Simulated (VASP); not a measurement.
# Ir3Pt5 (P1) in VASP: further runs

One crystal, Ir3Pt5, is run at these levels: PBE; tasks: single point.

Program: VASP 6.6.1. These are calculated values, not measurements. Logs are shortened: lines on timing, memory, paths and dates and some standing lists are left out, and cuts for length are marked.

**1. The crystal as given**

The typed cell holds 8 atoms: a = 5.116 Å, b = 5.477 Å, c = 3.988 Å, α = 88.46°, β = 90.73°, γ = 83.15°.

The cell was built by a generator and needn't be a form met in nature.

**2. Single point, PBE**

Input file INCAR:

```
SYSTEM = Ir3Pt5
PREC = Accurate ; ENCUT = 520
EDIFF = 1E-7 ; ISMEAR = 1
SIGMA = 0.15 ; LREAL = .False.
LASPH = .True. ; NELM = 100
ALGO = Normal ; ISIF = 2
LWAVE = .False. ; LCHARG = .False.
GGA = PE ; NBANDS = 48
```

Input file KPOINTS:

```
Automatic mesh
0
Gamma
  3 3 4
  0 0 0
```

Input file POSCAR:

```
Ir3Pt5
1.0
    3.8386770000      3.3818150000      0.0350080000
    4.0850240000     -3.6477310000     -0.0743910000
    0.0193610000     -0.0580520000     -3.9877460000
Ir Pt
3 5
Direct
    0.2538409326      0.2554736292      0.4914386535
    0.7515364270      0.7555940320      0.5018154094
    0.0088708697     -0.0001793527      0.9967592955
    0.5021197923      0.9994120665      1.0066124940
    0.0024605125      0.4966591557     -0.0016364717
    0.4943688038      0.5016105642      0.9844868634
    0.2241260983      0.7641962842      0.5126873378
    0.7690758201      0.2184756680      0.4933624616
```

Potentials or basis: VASP PAW PBE potentials, release 64 (Ir, Pt).

Launch:

```bash
$ cat potpaw_PBE.64/Ir/POTCAR potpaw_PBE.64/Pt/POTCAR > POTCAR
$ mpirun -np 1 vasp_std > vasp.out
```

OUTCAR:

```text
SYSTEM = Ir3Pt5
   PREC = Accurate
   ENCUT = 520
   EDIFF = 1E-7
   ISMEAR = 1
   LREAL = .False.
   LASPH = .True.
   NELM = 100
   ISIF = 2
   GGA = PE

 ion  position               nearest neighbor table
   1  0.254  0.255  0.491-   8 2.51   5 2.58   8 2.62   4 2.67   4 2.67   5 2.70   7 2.71   6 2.77
                             7 2.78   6 2.78   3 2.82   3 2.82
   2  0.752  0.756  0.502-   7 2.42   8 2.55   4 2.59   5 2.63   7 2.69   4 2.70   5 2.73   6 2.78
                             3 2.81   3 2.81   6 2.91   8 2.93
   3  0.009  1.000  0.997-   4 2.52   8 2.54   7 2.54   7 2.56   8 2.59   4 2.59   5 2.72   5 2.76
                             2 2.81   2 2.81   1 2.82   1 2.82
   4  0.502  0.999  0.007-   3 2.52   2 2.59   3 2.59   1 2.67   1 2.67   2 2.70   6 2.74   8 2.74
                             6 2.75   8 2.80   7 2.84   7 2.85
   5  0.002  0.497  0.998-   6 2.52   1 2.58   6 2.60   2 2.63   1 2.70   3 2.72   2 2.73   7 2.74
                             3 2.76   8 2.82   7 2.85   8 2.89
   6  0.494  0.502  0.984-   5 2.52   5 2.60   7 2.61   4 2.74   4 2.75   1 2.77   2 2.78   1 2.78
                             8 2.78   8 2.82   7 2.86   2 2.91
   7  0.224  0.764  0.513-   2 2.42   3 2.54   3 2.56   6 2.61   2 2.69   1 2.71   5 2.74   1 2.78
                             4 2.84   4 2.85   5 2.85   6 2.86   8 3.20
   8  0.769  0.218  0.493-   1 2.51   3 2.54   2 2.55   3 2.59   1 2.62   4 2.74   6 2.78   4 2.80
                             6 2.82   5 2.82   5 2.89   2 2.93   7 3.20

  LATTYP: Found a triclinic cell.
 ALAT       =     6.4463939832
 B/A-ratio  =     1.8875806697
 C/A-ratio  =     0.6186738713
 COS(alpha) =     0.0013248506
 COS(beta)  =     0.6084985506
 COS(gamma) =     0.7107763341

  Lattice vectors:

 A1 = (   3.8580380000,   3.3237630000,  -3.9527380000)
 A2 = (  11.7623780000,   3.1158990000,  -0.0043750000)
 A3 = (   0.0193610000,  -0.0580520000,  -3.9877460000)

Analysis of symmetry for initial positions (statically):
=====================================================================
 Subroutine PRICEL returns:
 Original cell was already a primitive cell.

 Routine SETGRP: Setting up the symmetry group for a
 triclinic supercell.

 Subroutine GETGRP returns: Found  1 space group operations
 (whereof  1 operations were pure point group operations)
 out of a pool of  2 trial point group operations.

The static configuration has the point symmetry C_1 .

Analysis of symmetry for dynamics (positions and initial velocities):
=====================================================================
 Subroutine PRICEL returns:
 Original cell was already a primitive cell.

 Routine SETGRP: Setting up the symmetry group for a
 triclinic supercell.

 Subroutine GETGRP returns: Found  1 space group operations
 (whereof  1 operations were pure point group operations)
 out of a pool of  2 trial point group operations.

The dynamic configuration has the point symmetry C_1 .

 Subroutine INISYM returns: Found  1 space group operations
 (whereof  1 operations are pure point group operations),
 and found     1 'primitive' translations

----------------------------------------------------------------------------------------

                                     Primitive cell

  volume of cell :     110.9009

  direct lattice vectors                    reciprocal lattice vectors
     3.838677000  3.381815000  0.035008000     0.131125260  0.146875286 -0.001501522
     4.085024000 -3.647731000 -0.074391000     0.121584134 -0.138036301  0.002599783
     0.019361000 -0.058052000 -3.987746000    -0.001117005  0.003864456 -0.250829909

  length of vectors
     5.115988601  5.477124843  3.988215521     0.196897024  0.183965978  0.250862163

  position of ions in fractional coordinates (direct lattice)
     0.253840933  0.255473629  0.491438653
     0.751536427  0.755594032  0.501815409
     0.008870870  0.999820647  0.996759295
     0.502119792  0.999412066  0.006612494
     0.002460513  0.496659156  0.998363528
     0.494368804  0.501610564  0.984486863
     0.224126098  0.764196284  0.512687338
     0.769075820  0.218475668  0.493362462

  ion indices of the primitive-cell ions
   primitive index   ion index
                 1           1
                 2           2
                 3           3
                 4           4
                 5           5
                 6           6
                 7           7
                 8           8

----------------------------------------------------------------------------------------

 KPOINTS: Automatic mesh

Automatic generation of k-mesh.
 Grid dimensions read from file:
 generate k-points for:    3    3    4

 Generating k-lattice:

  Cartesian coordinates                     Fractional coordinates (reciprocal lattice)
     0.043708420  0.048958429 -0.000500507     0.333333333 -0.000000000 -0.000000000
     0.040528045 -0.046012100  0.000866594     0.000000000  0.333333333  0.000000000
    -0.000279251  0.000966114 -0.062707477     0.000000000  0.000000000  0.250000000

  Length of vectors
     0.065632341  0.061321993  0.062715541

  Shift w.r.t. Gamma in fractional coordinates (k-lattice)
     0.000000000  0.000000000  0.000000000

 Subroutine IBZKPT returns following result:
 ===========================================

 Found     19 irreducible k-points:

 Following reciprocal coordinates:
            Coordinates               Weight
  0.000000  0.000000  0.000000      1.000000
  0.333333  0.000000 -0.000000      2.000000
  0.000000  0.333333 -0.000000      2.000000
  0.333333  0.333333 -0.000000      2.000000
 -0.333333  0.333333 -0.000000      2.000000
 -0.000000  0.000000  0.250000      2.000000
[... 11 lines left out ...]
  0.333333  0.333333  0.500000      2.000000
 -0.333333  0.333333  0.500000      2.000000
   k-points           NKPTS =     19   k-points in BZ     NKDIM =     19   number of bands    NBANDS=     48
   number of dos      NEDOS =    301   number of ions     NIONS =      8
   total plane-waves  NPLWV =  50400
   dimension x,y,z NGX =    40 NGY =   42 NGZ =   30
   dimension x,y,z NGXF=    80 NGYF=   84 NGZF=   60
   ions per type =               3   5
   NGX,Y,Z   is equivalent  to a cutoff of  13.00, 12.75, 12.51 a.u.
   NGXF,Y,Z  is equivalent  to a cutoff of  26.00, 25.50, 25.01 a.u.
 SYSTEM =  Ir3Pt5
   PREC   = accura    normal or accurate (medium, high low for compatibility)
   ISTART =      0    job   : 0-new  1-cont  2-samecut
   ICHARG =      2    charge: 1-file 2-atom 10-const
   ISPIN  =      1    spin polarized calculation?
   LNONCOLLINEAR =      F non collinear calculations
   LSORBIT =      F    spin-orbit coupling
   LASPH  =      T    aspherical Exc in radial PAW
   ENCUT  =  520.0 eV  38.22 Ry    6.18 a.u.   9.51 10.18  7.42*2*pi/ulx,y,z
   NELM   =    100;   NELMIN=  2; NELMDL= -5     # of ELM steps
   EDIFF  = 0.1E-06   stopping-criterion for ELM
   LREAL  =      F    real-space projection
   EDIFFG = 0.1E-05   stopping-criterion for IOM
   NSW    =      0    number of steps for IOM
   IBRION =     -1    ionic relax: 0-MD 1-quasi-New 2-CG
   NFREE  =      0    steps in history (QN), initial steepest desc. (CG)
   ISIF   =      2    stress and relaxation
   ISYM   =      2    0-nonsym 1-usesym 2-fastsym
   POTIM  = 0.5000    time-step for ionic-motion
   TEBEG  =    0.0;   TEEND  =   0.0 temperature during run
   PSTRESS=    0.0 pullay stress
   NELECT =      77.0000    total number of electrons
   NUPDOWN=      -1.0000    fix difference up-down
   EMIN   =  10.00;   EMAX   =-10.00  energy-range for DOS
   EFERMI =   0.00;   METHOD = LEGACY
   ISMEAR =     1;   SIGMA  =   0.15  broadening in eV -4-tet -1-fermi 0-gaus
   EFERMI_NEDOS =   21; number of points for ismear=-14 and -15
   IALGO  =     38    algorithm
   IMIX   =      4    mixing-type and parameters
     AMIX     =   0.40;   BMIX     =  1.00
     AMIX_MAG =   1.60;   BMIX_MAG =  1.00
  volume/ion in A,a.u.               =      13.86        93.55
  Fermi-wavevector in a.u.,A,eV,Ry     =   1.449640  2.739422 28.592036  2.101455
  Thomas-Fermi vector in A             =   2.567343
   LORBIT       =      0    0 simple, 1 ext, 2 COOP (PROOUT), +10 PAW based schemes
   GGA     = PE    functional components
   LHFCALC =     F    Hartree Fock is set to
   AEXX    =    0.0000 exact exchange contribution
   IVDW    =     0    specifies the selected vdW correction
   LEPSILON=     F    determine dielectric tensor
   LRPA    =     F    only Hartree local field effects (RPA)
 non-spin polarized calculation
 Methfessel and Paxton  Order N= 1 SIGMA  =   0.15
  energy-cutoff  :      520.00
  volume of cell :      110.90
 maximum number of plane-waves:      3002
 NGX is ok and might be reduce to    40
   NGX = 19   NGY = 21   NGZ = 15

 number of electron      77.0000001 magnetization

 Free energy of the ion-electron system (eV)
  ---------------------------------------------------
  ext. energy  EPLUGINS =         0.00000000
  ---------------------------------------------------
  free energy    TOTEN  =       -53.54741503 eV

  energy without entropy =      -53.54084976  energy(sigma->0) =      -53.54522661

 E-fermi :  12.0438     XC(G=0): -14.0263

 val. band max:       12.0347950960   @ k =  -0.3333   0.3333  -0.0000
 cond. band min:      12.0458718699   @ k =   0.3333   0.0000  -0.0000
 fundamental gap:      0.0110767739
 Fermi energy:        12.0438332458

 k-point     1 :       0.0000    0.0000    0.0000
  band No.  band energies     occupation
      1       0.8775      2.00000
      2       3.8948      2.00000
      3       3.9339      2.00000
      4       4.1055      2.00000
      5       4.3705      2.00000
      6       4.7239      2.00000
[... 40 lines left out ...]
     47      15.7042      0.00000
     48      16.2464      0.00000

 k-point     2 :       0.3333    0.0000   -0.0000
  band No.  band energies     occupation
      1       1.7776      2.00000
      2       3.9291      2.00000
      3       4.4518      2.00000
      4       4.5337      2.00000
      5       4.6732      2.00000
      6       4.8689      2.00000
[... 40 lines left out ...]
     47      17.0413      0.00000
     48      18.4365      0.00000

 k-point     3 :       0.0000    0.3333   -0.0000
  band No.  band energies     occupation
      1       1.6309      2.00000
      2       3.5295      2.00000
      3       4.3233      2.00000
      4       4.4364      2.00000
      5       4.5659      2.00000
      6       4.7495      2.00000
[... 40 lines left out ...]
     47      16.7152      0.00000
     48      16.8434      0.00000

 k-point     4 :       0.3333    0.3333   -0.0000
  band No.  band energies     occupation
      1       2.2983      2.00000
      2       4.1464      2.00000
      3       4.4149      2.00000
      4       4.6285      2.00000
      5       4.8905      2.00000
      6       5.0437      2.00000
[... 703 lines left out ...]
     47      18.0868      0.00000
     48      18.2701      0.00000

 k-point    18 :       0.3333    0.3333    0.5000
  band No.  band energies     occupation
      1       4.5563      2.00000
      2       4.6094      2.00000
      3       4.6776      2.00000
      4       4.7604      2.00000
      5       4.8647      2.00000
      6       4.9173      2.00000
[... 40 lines left out ...]
     47      14.9983     -0.00000
     48      15.2057      0.00000

 k-point    19 :      -0.3333    0.3333    0.5000
  band No.  band energies     occupation
      1       4.6279      2.00000
      2       4.7162      2.00000
      3       4.8041      2.00000
      4       4.8440      2.00000
      5       4.9091      2.00000
      6       5.0584      2.00000
[... 40 lines left out ...]
     47      16.2006      0.00000
     48      16.9699      0.00000

------------------------ aborting loop because EDIFF is reached ----------------------------------------

  FORCE on cell =-STRESS in cart. coord.  units (eV):
  Direction    XX          YY          ZZ          XY          YZ          ZX
  --------------------------------------------------------------------------------------
  -------------------------------------------------------------------------------------
  Total       26.0773028     39.5250380     19.6982358     14.5835772     -5.1212880      0.5152417
  in kB      376.7370011    571.0155086    284.5790588    210.6879378    -73.9868964      7.4436616
  external PRESSURE =     410.7771895 kB  Pullay stress =       0.0000000 kB

 VOLUME and BASIS-vectors are now :
 -----------------------------------------------------------------------------
  energy-cutoff  :      520.00
  volume of cell :      110.90
      direct lattice vectors                 reciprocal lattice vectors
     3.838677000  3.381815000  0.035008000     0.131125260  0.146875286 -0.001501522
     4.085024000 -3.647731000 -0.074391000     0.121584134 -0.138036301  0.002599783
     0.019361000 -0.058052000 -3.987746000    -0.001117005  0.003864456 -0.250829909

 POSITION                                       TOTAL-FORCE (eV/Angst)
 -----------------------------------------------------------------------------------
      2.02754     -0.10199     -1.96985         0.444570      0.597864     -0.472853
      5.98124     -0.24378     -2.03101        -2.835072     -0.217896      0.051894
      4.13764     -3.67494     -4.04889        -0.558956     -0.491644     -0.515761
      6.01023     -1.94789     -0.08314         0.196901      0.168063      0.470952
      2.05764     -1.86132     -4.01808        -0.754803     -0.930535     -0.013291
      3.96587     -0.21503     -3.94589         0.820032      1.090502     -0.758055
      3.99203     -2.05939     -2.09347         2.158973      3.197265      0.911138
      3.85426      1.77529     -1.95673         0.528356     -3.413620      0.325976
 -----------------------------------------------------------------------------------
    total drift:                               -0.000043     -0.000035     -0.000018

  FREE ENERGIE OF THE ION-ELECTRON SYSTEM (eV)
  ---------------------------------------------------
  free  energy   TOTEN  =       -53.5474150318 eV

  energy  without entropy=      -53.5408497628  energy(sigma->0) =      -53.54522661
```

Run time: 56 s. Hardware: 1 thread of Intel Xeon 6975P-C (Granite Rapids), shared host; peak memory 0.25 GiB.

What came out:

* Free energy: -53.5474 eV
* Pressure: 41.1 GPa
* Largest force: 3.964 eV/Å
* Band gap on the k mesh: none (metal or under the smearing width)

Forces on the atoms (eV/Å):
```
Ir   0.445  0.598 -0.473
Ir  -2.835 -0.218  0.052
Ir  -0.559 -0.492 -0.516
Pt   0.197  0.168  0.471
Pt  -0.755 -0.931 -0.013
Pt   0.820  1.091 -0.758
Pt   2.159  3.197  0.911
Pt   0.528 -3.414  0.326
```

Caveat: the k mesh is coarse (spacing up to 0.41 Å⁻¹), so the values aren't converged; a pressure of tens of GPa on the cell as given is suspect, and the run, the potentials or the cell itself is likely at fault; forces of over 1 eV/Å show positions far from the minimum, so gaps and moduli don't describe the material at rest.

**3. Single point, PBE**

Input file INCAR:

```
SYSTEM = Ir3Pt5
PREC = Accurate
ENCUT = 520
EDIFF = 1E-7
ISMEAR = 1
SIGMA = 0.15
LREAL = .False.
LASPH = .True.
NELM = 100
ALGO = Fast
ISIF = 2
LWAVE = .False.
LCHARG = .False.
GGA = PE
NBANDS = 48
```

KPOINTS is that of step 2.

Input file POSCAR:

```
Ir3Pt5
1.0
    3.8386770000      3.3818150000      0.0350080000
    4.0850240000     -3.6477310000     -0.0743910000
    0.0193610000     -0.0580520000     -3.9877460000
Ir Pt
3 5
Direct
    0.2555816984      0.2564299348      0.4943946592
    0.7498165743      0.7523827047      0.5047237404
    0.0051805022     -0.0017930251      0.9953140807
    0.5027538329      1.0036621525      1.0137619033
   -0.0038109596      0.4982904038     -0.0107543799
    0.4988783295      0.4992366398      0.9830884464
    0.2369766968      0.7573105029      0.5136834178
    0.7609686509      0.2256653936      0.4913792193
```

Potentials or basis: VASP PAW PBE potentials, release 64 (Ir, Pt).

Launch:

```bash
$ cat potpaw_PBE.64/Ir/POTCAR potpaw_PBE.64/Pt/POTCAR > POTCAR
$ mpirun -np 1 vasp_std > vasp.out
```

Run time: 58 s. Hardware: 1 thread of Intel Xeon 6975P-C (Granite Rapids), shared host; peak memory 0.26 GiB.

It converged, with:

```yaml
Free_energy: -53.9103 eV
Pressure: 39.0 GPa
Largest_force: 2.118 eV/Å
Band_gap_on_the_k_mesh: none (metal or under the smearing width)
```

Forces on the atoms (eV/Å):
```
Ir  -0.545  0.043 -0.195
Ir  -1.197  0.045  0.338
Ir  -0.121 -0.039 -0.512
Pt  -0.440  0.150  0.754
Pt   0.027  0.318 -0.765
Pt   0.173  0.129 -1.057
Pt   1.275  1.192  1.199
Pt   0.829 -1.838  0.238
```

Stress tensor (GPa, compression positive):
```
35.14 20.41  0.69
20.41 55.09 -7.61
 0.69 -7.61 26.82
```

Levels at points of the mesh, in eV from the Fermi level:
```tsv
k point	band 36	band 37	band 38	band 39	band 40	band 41
(0.00, 0.00, 0.00)	0.48	0.79	0.90	0.97	1.13	1.23
(0.00, 0.00, 0.50)	-0.35	-0.29	-0.15	0.27	0.35	0.66
```

Caveat: the k mesh is coarse (spacing up to 0.41 Å⁻¹), so the values aren't converged; a pressure of tens of GPa on the cell as given is suspect, and the run, the potentials or the cell itself is likely at fault; forces of over 1 eV/Å show positions far from the minimum, so gaps and moduli don't describe the material at rest.

**4. Single point, PBE**

Input file INCAR:

```
SYSTEM = Ir3Pt5
PREC = Accurate
ENCUT = 520
EDIFF = 1E-7
ISMEAR = 1
SIGMA = 0.15
LREAL = .FALSE.
LASPH = .TRUE.
NELM = 100
ALGO = Normal
ISIF = 2
LWAVE = .FALSE.
LCHARG = .FALSE.
GGA = PE
NBANDS = 48
```

Input file KPOINTS:

```
regular mesh
0
G
  3 3 4
  0 0 0
```

Input file POSCAR:

```
Ir3Pt5
1.0
    3.8386770000      3.3818150000      0.0350080000
    4.0850240000     -3.6477310000     -0.0743910000
    0.0193610000     -0.0580520000     -3.9877460000
Ir Pt
3 5
Direct
    0.2566585205      0.2566855968      0.4975991458
    0.7468877810      0.7480577512      0.5066983412
    0.0015144740     -0.0033722664      0.9950525648
    0.5030694604      1.0069962452      1.0188008459
   -0.0092447293      0.4994609948     -0.0175931572
    0.5034744457      0.4970128099      0.9840900984
    0.2518701867      0.7508879772      0.5120757852
    0.7520340262      0.2353728908      0.4889402641
```

Launch:

```bash
$ cat potpaw_PBE.64/Ir/POTCAR potpaw_PBE.64/Pt/POTCAR > POTCAR
$ mpirun -np 1 vasp_std > vasp.out
```

Wall time 56 s (1 thread of Intel Xeon 6975P-C (Granite Rapids), shared host); peak memory 0.25 GiB.

It converged, with:

- Free energy: -53.9222 eV
- Pressure: 38.7 GPa
- Largest force: 2.159 eV/Å
- Band gap on the k mesh: none (metal or under the smearing width)

Forces on the atoms (eV/Å):
```
Ir  -1.473 -0.503 -0.013
Ir   0.686  0.367  0.659
Ir   0.298  0.336 -0.331
Pt  -0.916  0.134  0.968
Pt   0.897  1.460 -1.313
Pt  -0.536 -0.871 -1.163
Pt   0.055 -0.908  1.193
Pt   0.990 -0.014  0.000
```

Stress tensor (GPa, compression positive):
```
34.94 20.64  0.57
20.64 54.54 -8.21
 0.57 -8.21 26.62
```

Levels at points of the mesh, in eV from the Fermi level:
```
           k point  band 35  band 36  band 37  band 38  band 39  band 40  band 41  band 42
(0.00, 0.00, 0.00)     0.25     0.52     0.79     0.87     0.96     1.10     1.22     1.61
(0.00, 0.00, 0.50)    -0.43    -0.37    -0.25    -0.12     0.27     0.35     0.64     0.87
```

Caveat: the k mesh is coarse (spacing up to 0.41 Å⁻¹), so the values aren't converged; a pressure of tens of GPa on the cell as given is suspect, and the run, the potentials or the cell itself is likely at fault; forces of over 1 eV/Å show positions far from the minimum, so gaps and moduli don't describe the material at rest. Spin-orbit coupling is left out, which matters for the levels of Ir, Pt.
